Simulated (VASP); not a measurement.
Cost and result of VASP (PAW) for the lattice constant a of KZnF3 (cubic perovskite). Static lattice. The cost counts the five points of the equation of state, each on the mesh and cut-off of its row, so the ratios hold those differences too. With PBEsol it took about 2 core-minutes. The timings are rough (shared machines, no repeats); factors under 2 mean little.

```json
[
 {"level": "PBEsol", "k-mesh": "6×6×6", "cut-off (eV)": "520", "lattice constant a (Å)": "4.064", "cost over PBEsol": "reference"},
 {"level": "r2SCAN", "k-mesh": "6×6×6", "cut-off (eV)": "520", "lattice constant a (Å)": "4.054", "cost over PBEsol": "about 4 times"},
 {"level": "SCAN", "k-mesh": "6×6×6", "cut-off (eV)": "520", "lattice constant a (Å)": "(withheld)", "cost over PBEsol": "(withheld)"}
]
```

Q: Fill in the missing entries.

A: 
- SCAN, lattice constant a (Å): 4.036
- SCAN, cost over PBEsol: about 5 times

Left out are levels that failed, ran on another kind of processor or have no fit band path; at most nine are shown.

The compound is KZnF3 in the cubic perovskite structure.
